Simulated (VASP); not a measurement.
# Rb2PdSe2 (Immm) in VASP: single point with LDA

Aim: the single point of Rb2PdSe2 with LDA.

Program: VASP 6.6.1. These are calculated values, not measurements. Logs are shortened: lines on timing, memory, paths and dates and some standing lists are left out, and cuts for length are marked.

**1. Starting point**

The structure is orthorhombic, space group Immm (No. 71). Conventional cell: a = 3.806 Å, b = 7.663 Å, c = 10.165 Å, α = 90.00°, β = 90.00°, γ = 90.00°. Around Rb (site symmetry mm2) lie 6 Se at 3.51 to 3.52 Å and 2 Pd at 3.65 Å and 3 Rb at 3.81 to 3.94 Å. Around Pd (site symmetry mmm) lie 4 Se at 2.51 Å. Se (site symmetry m2m) has 2 Pd at 2.51 Å as nearest neighbours.

The cell comes from a database or a generator and needn't be the stable form of this composition.

**2. Single point, LDA**

File INCAR:

```
PREC = Accurate ; ENCUT = 520
EDIFF = 1E-6 ; ISMEAR = 0
SIGMA = 0.1 ; LREAL = False
LASPH = True ; NELM = 100
ALGO = Fast ; ISIF = 2
LWAVE = False ; LCHARG = False
NBANDS = 28
```

File KPOINTS:

```
regular mesh
0
Gamma
  6 6 6
```

File POSCAR:

```
Rb2PdSe2
1.0
   -1.9028737800      3.8314238800      5.0824115350
    1.9028737800     -3.8314238800      5.0824115350
    1.9028737800      3.8314238800     -5.0824115350
Rb Pd Se
2 1 2
Direct
    0.6940393800      0.1940393800      0.5000000000
    0.3059606200      0.8059606200      0.5000000000
    0.0000000000      0.0000000000      0.0000000000
    0.2127809000      0.5000000000      0.7127809000
    0.7872191000      0.5000000000      0.2872191000
```

Potentials or basis: VASP PAW LDA potentials, release 64 (Rb_sv, Pd, Se).

The run is started by

```
$ cat potpaw_LDA.64/Rb_sv/POTCAR potpaw_LDA.64/Pd/POTCAR potpaw_LDA.64/Se/POTCAR > POTCAR
$ mpirun -np 1 vasp_std > vasp.out
```

OUTCAR:

```text
PREC = Accurate
   ENCUT = 520
   EDIFF = 1E-6
   ISMEAR = 0
   LREAL = False
   LASPH = True
   NELM = 100
   ISIF = 2

 ion  position               nearest neighbor table
   1  0.694  0.194  0.500-   5 3.51   4 3.51   5 3.52   5 3.52   4 3.52   4 3.52   3 3.65   3 3.65
                             2 3.94   3 4.31   3 4.31   2 4.43   2 4.43   2 4.43   2 4.43   2 5.48
   2  0.306  0.806  0.500-   4 3.51   5 3.51   4 3.52   4 3.52   5 3.52   5 3.52   3 3.65   3 3.65
                             1 3.94   3 4.31   3 4.31   1 4.43   1 4.43   1 4.43   1 4.43   1 5.48
   3  0.000  0.000  0.000-   4 2.51   5 2.51   4 2.51   5 2.51   1 3.65   2 3.65   2 3.65   1 3.65
                             1 4.31   1 4.31   2 4.31   2 4.31
   4  0.213  0.500  0.713-   3 2.51   3 2.51   2 3.51   1 3.51   2 3.52   2 3.52   1 3.52   1 3.52

   5  0.787  0.500  0.287-   3 2.51   3 2.51   1 3.51   2 3.51   1 3.52   1 3.52   2 3.52   2 3.52

  LATTYP: Found a body centered orthorhombic cell.
 ALAT       =     3.8057475600
 B/A-ratio  =     2.0134934436
 C/A-ratio  =     2.6709136404

  Lattice vectors:

 A1 = (  -1.9028737800,   3.8314238800,   5.0824115350)
 A2 = (   1.9028737800,  -3.8314238800,   5.0824115350)
 A3 = (   1.9028737800,   3.8314238800,  -5.0824115350)

Analysis of symmetry for initial positions (statically):
=====================================================================
 Subroutine PRICEL returns:
 Original cell was already a primitive cell.

 Routine SETGRP: Setting up the symmetry group for a
 body centered orthorhombic supercell.

 Subroutine GETGRP returns: Found  8 space group operations
 (whereof  8 operations were pure point group operations)
 out of a pool of  8 trial point group operations.

The static configuration has the point symmetry D_2h.

Analysis of symmetry for dynamics (positions and initial velocities):
=====================================================================
 Subroutine PRICEL returns:
 Original cell was already a primitive cell.

 Routine SETGRP: Setting up the symmetry group for a
 body centered orthorhombic supercell.

 Subroutine GETGRP returns: Found  8 space group operations
 (whereof  8 operations were pure point group operations)
 out of a pool of  8 trial point group operations.

The dynamic configuration has the point symmetry D_2h.

 Subroutine INISYM returns: Found  8 space group operations
 (whereof  8 operations are pure point group operations),
 and found     1 'primitive' translations

[... 106 lines left out ...]
   ISIF   =      2    stress and relaxation
   ISYM   =      2    0-nonsym 1-usesym 2-fastsym
   POTIM  = 0.5000    time-step for ionic-motion
   TEBEG  =    0.0;   TEEND  =   0.0 temperature during run
   PSTRESS=    0.0 pullay stress
   NELECT =      40.0000    total number of electrons
   NUPDOWN=      -1.0000    fix difference up-down
   EMIN   =  10.00;   EMAX   =-10.00  energy-range for DOS
   EFERMI =   0.00;   METHOD = LEGACY
   ISMEAR =     0;   SIGMA  =   0.10  broadening in eV -4-tet -1-fermi 0-gaus
   EFERMI_NEDOS =   21; number of points for ismear=-14 and -15
   IALGO  =     68    algorithm
   IMIX   =      4    mixing-type and parameters
     AMIX     =   0.40;   BMIX     =  1.00
     AMIX_MAG =   1.60;   BMIX_MAG =  1.00
  volume/ion in A,a.u.               =      29.64       200.04
  Fermi-wavevector in a.u.,A,eV,Ry     =   1.057941  1.999219 15.228176  1.119239
  Thomas-Fermi vector in A             =   2.193232
   LORBIT       =      0    0 simple, 1 ext, 2 COOP (PROOUT), +10 PAW based schemes
   GGA     = CA    functional components
   LHFCALC =     F    Hartree Fock is set to
   AEXX    =    0.0000 exact exchange contribution
   IVDW    =     0    specifies the selected vdW correction
   LEPSILON=     F    determine dielectric tensor
   LRPA    =     F    only Hartree local field effects (RPA)
 non-spin polarized calculation
 RMM-DIIS sequential band-by-band and
 Gauss-broadening in eV      SIGMA  =   0.10
  energy-cutoff  :      520.00
  volume of cell :      148.22
 maximum number of plane-waves:      4021
 NGX is ok and might be reduce to    50
   NGX = 25   NGY = 25   NGZ = 25

 number of electron      40.0000004 magnetization

 Free energy of the ion-electron system (eV)
  ---------------------------------------------------
  ext. energy  EPLUGINS =         0.00000000
  ---------------------------------------------------
  free energy    TOTEN  =       -21.44412699 eV

  energy without entropy =      -21.44412699  energy(sigma->0) =      -21.44412699

 E-fermi :   2.3938     XC(G=0):  -9.0621

 val. band max:        1.9754987004   @ k =   0.0000   0.0000   0.0000
 cond. band min:       2.8312290663   @ k =   0.5000   0.3333   0.0000
 fundamental gap:      0.8557303659
 Fermi energy:         2.3937932382

 k-point     1 :       0.0000    0.0000    0.0000
  band No.  band energies     occupation
      1     -24.6498      2.00000
      2     -24.6138      2.00000
      3     -10.6376      2.00000
      4      -9.8566      2.00000
      5      -9.0290      2.00000
      6      -8.9963      2.00000
[... 733 lines left out ...]
     27       8.2183      0.00000
     28       8.7309      0.00000

 [... further k-points ...]

------------------------ aborting loop because EDIFF is reached ----------------------------------------

  FORCE on cell =-STRESS in cart. coord.  units (eV):
  Direction    XX          YY          ZZ          XY          YZ          ZX
  --------------------------------------------------------------------------------------
  -------------------------------------------------------------------------------------
  Total       -2.9723398     -3.1984879     -1.9493694      0.0000000      0.0000000      0.0000000
  in kB      -32.1298748    -34.5744506    -21.0719499      0.0000000      0.0000000      0.0000000
  external PRESSURE =     -29.2587584 kB  Pullay stress =       0.0000000 kB

 VOLUME and BASIS-vectors are now :
 -----------------------------------------------------------------------------
  energy-cutoff  :      520.00
  volume of cell :      148.22
      direct lattice vectors                 reciprocal lattice vectors
    -1.902873780  3.831423880  5.082411535     0.000000000  0.130499787  0.098378495
     1.902873780 -3.831423880  5.082411535     0.262760465  0.000000000  0.098378495
     1.902873780  3.831423880 -5.082411535     0.262760465  0.130499787  0.000000000

 POSITION                                       TOTAL-FORCE (eV/Angst)
 -----------------------------------------------------------------------------------
      0.00000      3.83142      1.97238        -0.000000      0.000000      0.047319
      1.90287      0.00000      3.11004         0.000000     -0.000000     -0.047319
      0.00000      0.00000      0.00000         0.000000      0.000000      0.000000
      1.90287      1.63051      0.00000        -0.000000     -0.397618      0.000000
     -0.00000      2.20092      5.08241         0.000000      0.397618     -0.000000
 -----------------------------------------------------------------------------------
    total drift:                               -0.000000      0.000000     -0.000000

  FREE ENERGIE OF THE ION-ELECTRON SYSTEM (eV)
  ---------------------------------------------------
  free  energy   TOTEN  =       -21.4441269893 eV

  energy  without entropy=      -21.4441269892  energy(sigma->0) =      -21.44412699
```

Run time: 4.5 min. Hardware: 1 thread of Intel Xeon Platinum 8375C at 2.90GHz (Ice Lake), shared host; peak memory 0.4 GiB.

What came out:

```
Free energy            : -21.4441 eV
Pressure               : -2.9 GPa
Largest force          : 0.398 eV/Å
Band gap on the k mesh : 0.86 eV, indirect (least direct gap 1.30 eV)
```

Forces in eV/Å, atoms in the order of the input:
```
Rb   0.000  0.000  0.047
Rb   0.000  0.000 -0.047
Pd   0.000  0.000  0.000
Se   0.000 -0.398  0.000
Se   0.000  0.398  0.000
```

Stress tensor (GPa, compression positive):
```
-3.21  0.00  0.00
 0.00 -3.46  0.00
 0.00  0.00 -2.11
```
